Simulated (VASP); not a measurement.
Output of a VASP run:

**OSZICAR**
```
...
       N       E                     dE             d eps       ncg     rms          rms(c)
DAV:   1    -0.235032479440E+03   -0.23736E-02   -0.14253E-01   536   0.822E-01    0.120E-01
RMM:   2    -0.235033065401E+03   -0.58596E-03   -0.69027E-03   536   0.174E-01    0.497E-02
RMM:   3    -0.235033186557E+03   -0.12116E-03   -0.13405E-03   557   0.794E-02    0.347E-02
RMM:   4    -0.235033199286E+03   -0.12729E-04   -0.20121E-04   545   0.350E-02    0.189E-02
RMM:   5    -0.235033205401E+03   -0.61148E-05   -0.51746E-05   432   0.186E-02
  50 F= -.23503321E+03 E0= -.23503321E+03  d E =-.309772E-02  mag=     1.0000
       N       E                     dE             d eps       ncg     rms          rms(c)
DAV:   1    -0.235033583864E+03   -0.38458E-03   -0.12258E-01   536   0.762E-01    0.111E-01
RMM:   2    -0.235034097535E+03   -0.51367E-03   -0.60158E-03   536   0.162E-01    0.458E-02
RMM:   3    -0.235034206869E+03   -0.10933E-03   -0.11825E-03   560   0.744E-02    0.328E-02
RMM:   4    -0.235034217439E+03   -0.10570E-04   -0.17079E-04   541   0.328E-02    0.170E-02
RMM:   5    -0.235034223391E+03   -0.59526E-05   -0.47672E-05   425   0.179E-02
  51 F= -.23503422E+03 E0= -.23503422E+03  d E =-.411571E-02  mag=     1.0000
       N       E                     dE             d eps       ncg     rms          rms(c)
DAV:   1    -0.235035779267E+03   -0.15618E-02   -0.18668E-01   536   0.922E-01    0.133E-01
RMM:   2    -0.235036575988E+03   -0.79672E-03   -0.92230E-03   536   0.198E-01    0.551E-02
RMM:   3    -0.235036733844E+03   -0.15786E-03   -0.17456E-03   562   0.895E-02    0.377E-02
RMM:   4    -0.235036747349E+03   -0.13505E-04   -0.25972E-04   545   0.391E-02    0.217E-02
RMM:   5    -0.235036754893E+03   -0.75439E-05   -0.65049E-05   468   0.203E-02
  52 F= -.23503675E+03 E0= -.23503675E+03  d E =-.253150E-02  mag=     1.0000
       N       E                     dE             d eps       ncg     rms          rms(c)
DAV:   1    -0.235036971063E+03   -0.22371E-03   -0.59483E-02   560   0.520E-01    0.745E-02
RMM:   2    -0.235037233399E+03   -0.26234E-03   -0.29976E-03   536   0.113E-01    0.317E-02
RMM:   3    -0.235037288051E+03   -0.54652E-04   -0.57914E-04   564   0.516E-02    0.224E-02
RMM:   4    -0.235037293109E+03   -0.50580E-05   -0.85185E-05   511   0.227E-02
  53 F= -.23503729E+03 E0= -.23503729E+03  d E =-.306972E-02  mag=     1.0000
       N       E                     dE             d eps       ncg     rms          rms(c)
DAV:   1    -0.235037305415E+03   -0.17365E-04   -0.46317E-03   640   0.146E-01    0.206E-02
RMM:   2    -0.235037327088E+03   -0.21673E-04   -0.23803E-04   536   0.325E-02    0.103E-02
RMM:   3    -0.235037332027E+03   -0.49391E-05   -0.47001E-05   395   0.152E-02    0.757E-03
RMM:   4    -0.235037332965E+03   -0.93741E-06   -0.78453E-06   304   0.665E-03
  54 F= -.23503733E+03 E0= -.23503733E+03  d E =-.310957E-02  mag=     1.0000
       N       E                     dE             d eps       ncg     rms          rms(c)
DAV:   1    -0.235037957698E+03   -0.62567E-03   -0.12246E-01   536   0.745E-01    0.111E-01
RMM:   2    -0.235038501285E+03   -0.54359E-03   -0.64627E-03   536   0.164E-01    0.446E-02
RMM:   3    -0.235038607543E+03   -0.10626E-03   -0.12222E-03   563   0.733E-02    0.312E-02
RMM:   4    -0.235038612502E+03   -0.49589E-05   -0.16737E-04   538   0.315E-02    0.142E-02
RMM:   5    -0.235038617242E+03   -0.47402E-05   -0.42203E-05   410   0.162E-02
  55 F= -.23503862E+03 E0= -.23503862E+03  d E =-.128428E-02  mag=     1.0000
```

**OUTCAR**
```
------------------------ aborting loop because EDIFF is reached ----------------------------------------
  FORCE on cell =-STRESS in cart. coord.  units (eV):
  Direction    XX          YY          ZZ          XY          YZ          ZX
  --------------------------------------------------------------------------------------
  Total        6.3882186      6.4697883      6.2571852     -1.7114078      1.8013969     -1.8643715
  in kB        8.0494863      8.1522684      7.8843775     -2.1564625      2.2698534     -2.3492047
  external PRESSURE =       8.0287107 kB  Pullay stress =       0.0000000 kB
  volume of cell :     1271.52
      direct lattice vectors                 reciprocal lattice vectors
     0.000000000  8.598659059  8.598659059    -0.058148602  0.058148602  0.058148602
     8.598659059  0.000000000  8.598659059     0.058148602 -0.058148602  0.058148602
     8.598659059  8.598659059  0.000000000     0.058148602  0.058148602 -0.058148602
  FREE ENERGIE OF THE ION-ELECTRON SYSTEM (eV)
  ---------------------------------------------------
  free  energy   TOTEN  =      -235.0386172419 eV

  energy  without entropy=     -235.0386172419  energy(sigma->0) =     -235.03861724

 total charge

# of ion       s       p       d       tot
------------------------------------------
    1        0.384   0.367   0.000   0.751
    2        0.385   0.368   0.000   0.753
    3        0.385   0.368   0.000   0.753
    4        0.385   0.368   0.000   0.753
    5        0.382   0.367   0.000   0.749
    6        0.385   0.368   0.000   0.753
    7        0.385   0.368   0.000   0.754
    8        0.385   0.368   0.000   0.753
    9        0.417   0.351   0.000   0.768
   10        0.394   0.354   0.000   0.748
   11        0.383   0.368   0.000   0.750
   12        0.394   0.354   0.000   0.748
   13        0.383   0.368   0.000   0.750
   14        0.383   0.368   0.000   0.750
   15        0.418   0.312   0.000   0.730
   16        0.394   0.355   0.000   0.749
   17        0.417   0.314   0.000   0.731
   18        0.417   0.313   0.000   0.730
   19        0.383   0.367   0.000   0.750
   20        0.383   0.367   0.000   0.750
   21        0.387   0.363   0.000   0.750
   22        0.383   0.367   0.000   0.750
   23        0.382   0.366   0.000   0.748
   24        0.382   0.366   0.000   0.748
   25        0.387   0.363   0.000   0.750
   26        0.382   0.366   0.000   0.749
   27        0.387   0.363   0.000   0.750
   28        1.170   1.712   0.020   2.903
   29        1.181   1.674   0.021   2.876
   30        1.181   1.674   0.021   2.877
   31        1.181   1.675   0.021   2.877
   32        1.181   1.675   0.021   2.878
   33        1.181   1.674   0.021   2.877
   34        1.181   1.674   0.021   2.876
   35        1.171   1.708   0.020   2.899
   36        1.169   1.712   0.021   2.901
   37        1.179   1.688   0.022   2.888
   38        1.169   1.712   0.021   2.901
   39        1.178   1.688   0.022   2.888
   40        1.179   1.688   0.022   2.888
   41        1.174   1.710   0.022   2.905
   42        1.169   1.712   0.021   2.902
   43        1.174   1.710   0.022   2.905
   44        1.174   1.710   0.022   2.905
   45        1.172   1.709   0.021   2.903
   46        1.172   1.709   0.021   2.903
   47        1.169   1.713   0.020   2.902
   48        1.172   1.710   0.021   2.903
...
```
(Selected blocks of OUTCAR.)

POSCAR:
```
Al27As26
1
    0.0000000000     8.5986590586     8.5986590586
    8.5986590586     0.0000000000     8.5986590586
    8.5986590586     8.5986590586     0.0000000000
Al As
27 26
Direct
  0.0000000000   0.0000000000   0.0000000000
  0.0000000000   0.0000000000   0.3333330000
  0.0000000000   0.0000000000   0.6666670000
  0.0000000000   0.3333330000   0.0000000000
  0.0000000000   0.3333330000   0.3333330000
  0.0000000000   0.3333330000   0.6666670000
  0.0000000000   0.6666670000   0.0000000000
  0.0000000000   0.6666670000   0.3333330000
  0.9988450000   0.6677730000   0.6622810000
  0.3333330000   0.0000000000   0.0000000000
  0.3333330000   0.0000000000   0.3333330000
  0.3333330000   0.0000000000   0.6666670000
  0.3333330000   0.3333330000   0.0000000000
  0.3333330000   0.3333330000   0.3333330000
  0.3315820000   0.3374490000   0.6650280000
  0.3333330000   0.6666670000   0.0000000000
  0.3343770000   0.6653920000   0.3366150000
  0.3336830000   0.6674160000   0.6635820000
  0.6666670000   0.0000000000   0.0000000000
  0.6666670000   0.0000000000   0.3333330000
  0.6666670000   1.0000000000   0.6666670000
  0.6666670000   0.3333330000   0.0000000000
  0.6666670000   0.3333330000   0.3333330000
  0.6666670000   0.3333330000   0.6666670000
  0.6666670000   0.6666670000   0.0000000000
  0.6666670000   0.6666670000   0.3333330000
  0.6666670000   0.6666670000   0.6666670000
  0.2500000000   0.2500000000   0.2500000000
  0.2500000000   0.2500000000   0.5833330000
  0.2500000000   0.2500000000   0.9166670000
  0.2500000000   0.5833330000   0.2500000000
  0.2500000000   0.5833330000   0.9166670000
  0.2500000000   0.9166670000   0.2500000000
  0.2500000000   0.9166670000   0.5833330000
  0.2500000000   0.9166670000   0.9166670000
  0.5833330000   0.2500000000   0.2500000000
  0.5833330000   0.2500000000   0.5833330000
  0.5833330000   0.2500000000   0.9166670000
  0.5833330000   0.5833330000   0.2500000000
  0.5833330000   0.5833330000   0.5833330000
  0.5833330000   0.5833330000   0.9166670000
  0.5833330000   0.9166670000   0.2500000000
  0.5833330000   0.9166670000   0.5833330000
  0.5833330000   0.9166670000   0.9166670000
  0.9166670000   0.2500000000   0.2500000000
  0.9166670000   0.2500000000   0.5833330000
  0.9166670000   0.2500000000   0.9166670000
  0.9166670000   0.5833330000   0.2500000000
  0.9166670000   0.5833330000   0.5833330000
  0.9166670000   0.5833330000   0.9166670000
  0.9166670000   0.9166670000   0.2500000000
  0.9166670000   0.9166670000   0.5833330000
  0.9166670000   0.9166670000   0.9166670000
```

**Question.** Write an INCAR and KPOINTS that could have produced this output.

**Answer.** This is not unique; one that fits is the input of the run itself, PBE GGA, plane waves, VASP's PBE PAW potentials (set 64).

**INCAR**
```
SYSTEM=Al27As26
PREC=Normal; ENCUT=400; LREAL=Auto
LASPH=.TRUE.; ISYM=0
EDIFF=1E-5; NELM=100; NELMIN=4
ALGO=Fast; LMAXMIX=4
ISMEAR=0; SIGMA=0.05
GGA=PE
ISPIN=2; NUPDOWN=1
IBRION=2; NSW=60; ISIF=2
EDIFFG=-0.03
LWAVE=.FALSE.; LCHARG=.FALSE.; LORBIT=10
```

File KPOINTS:
```
Automatic mesh
0
Gamma
1 1 1
0 0 0
```

POTCAR, in this order: Al As (PBE.64 set). Program: vasp_gam. The INCAR's line for the spin-polarised start is left out here.

The supercell is sampled at Γ alone, which is coarse: total energies, pressure and levels can be off, energies of defects by several tenths of an eV. The run has a spin-polarised start.

The cell is a supercell with a defect, built from a database entry that may be metastable or hypothetical: vac_As.
